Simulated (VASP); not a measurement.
```
TiB2
1.0
    1.50035    -2.59869     0.00000
    1.50035     2.59869     0.00000
    0.00000     0.00000     3.19587
Ti B
1 2
Direct
  0.00000   0.00000   0.00000
  0.33333   0.66667   0.50000
  0.66667   0.33333   0.50000
```

Calculation: PBE GGA, VASP's PBE PAW potentials (set 64) (plane waves; VASP). Run with 600 eV cut-off, 10×10×10 Γ-centred mesh, first-order Methfessel-Paxton smearing of 0.10 eV, potentials Ti_sv B.

Question: Give the stress tensor in GPa (positive for a compressed cell).

Answer: 
```
8.94  0.00  0.00
0.00  8.94  0.00
0.00  0.00  6.88
```
The pressure is its mean diagonal, 8.26 GPa.

The compound is TiB2 in the AlB2 type structure. This cell was strained or had an atom moved on purpose.
